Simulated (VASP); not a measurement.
A convergence study with VASP on ZnS (zinc blende): a few settings are varied, all else stays as given below, so the limit is that of these other settings. The cell's lengths are 1 % over those of the tabulated start and one atom is moved, so it is off equilibrium.

```xyz
2
Lattice="0.0000 2.7321 2.7321 2.7321 0.0000 2.7321 2.7321 2.7321 0.0000" Properties=species:S:1:pos:R:3 pbc="T T T"
Zn     0.0000     0.0000     0.0000
S      1.4266     1.3660     1.3660
```

Level of theory: PBEsol GGA, VASP's PBE PAW potentials (set 64) (plane waves; VASP). The last row used: 900 eV cut-off, 7×7×7 Γ-centred mesh, Gaussian smearing of 0.050 eV, potentials Zn S_h.

Gaps are read on the run's mesh, which can miss a band edge. Energies of different potentials or hybrids have different zeros.

```tsv
setting	E (eV/atom)	pressure (GPa)	gap on the mesh (eV)	plane waves
ENCUT = 300, POTCAR Zn S	-3.7723	-4.05	1.784	531
ENCUT = 400, POTCAR Zn S	-3.7739	-4.08	1.788	757
ENCUT = 520, POTCAR Zn S	-3.7749	-3.84	1.789	1117
ENCUT = 700, POTCAR Zn S	-3.7750	-3.83	1.790	1735
ENCUT = 900, POTCAR Zn S	-3.7750	-3.83	1.790	2541
ENCUT = 300, POTCAR Zn_GW S	-3.7605	-8.77	1.793	531
ENCUT = 400, POTCAR Zn_GW S	-3.7768	-4.16	1.787	757
ENCUT = 520, POTCAR Zn_GW S	-3.7801	-4.23	1.786	1117
ENCUT = 700, POTCAR Zn_GW S	-3.7808	-4.05	1.786	1735
ENCUT = 900, POTCAR Zn_GW S	-3.7811	-4.02	1.785	2541
ENCUT = 300, POTCAR Zn_sv_GW S	-2.2767	-189.08	1.823	531
ENCUT = 400, POTCAR Zn_sv_GW S	[?]	[?]	[?]	757
ENCUT = 520, POTCAR Zn_sv_GW S	-3.7914	-5.10	1.783	1117
ENCUT = 700, POTCAR Zn_sv_GW S	-3.7978	-4.18	1.786	1735
ENCUT = 900, POTCAR Zn_sv_GW S	-3.7984	-4.05	1.786	2541
ENCUT = 300, POTCAR Zn S_h	-3.7701	-4.10	1.780	531
ENCUT = 400, POTCAR Zn S_h	-3.7730	-4.23	1.786	757
ENCUT = 520, POTCAR Zn S_h	-3.7746	-3.86	1.788	1117
ENCUT = 700, POTCAR Zn S_h	-3.7747	-3.80	1.788	1735
ENCUT = 900, POTCAR Zn S_h	[?]	[?]	1.788	2541
```

Problem. Complete the blanks.

Solution. 
- ENCUT = 400, POTCAR Zn_sv_GW S, E (eV/atom): -3.7803
- ENCUT = 400, POTCAR Zn_sv_GW S, pressure (GPa): -6.66
- ENCUT = 400, POTCAR Zn_sv_GW S, gap on the mesh (eV): 1.782
- ENCUT = 900, POTCAR Zn S_h, E (eV/atom): -3.7745
- ENCUT = 900, POTCAR Zn S_h, pressure (GPa): -3.81

Left out are rungs that failed or repeat a setting and relaxations that didn't move; long series are thinned to 24 rows.

The compound is ZnS in the zinc blende structure. The cell was not relaxed at this level, it is distorted from the ideal structure.
